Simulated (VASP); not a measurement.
Consider the following.

```xyz
2
Lattice="0.0000 1.7851 1.7851 1.7851 0.0000 1.7851 1.7851 1.7851 0.0000" Properties=species:S:1:pos:R:3 pbc="T T T"
C      0.0000     0.0000     0.0000
C      0.8926     0.8926     0.8926
```

Method: vdW-DF2, VASP's PBE PAW potentials (set 64) (plane waves; VASP). Run with 520 eV cut-off, 12×12×12 Γ-centred mesh, Gaussian smearing of 0.050 eV, potentials C.

Question: What does the run give for the energy per atom (σ→0), pressure?

Answer: 
The energy per atom (σ→0) comes out as -7.331 eV/atom and the pressure is 12.79 GPa.

Only differences to runs with the same potentials and settings are physical.

The compound is C in the diamond structure. This cell is one point of a volume scan, at 0.97 of the reference volume.
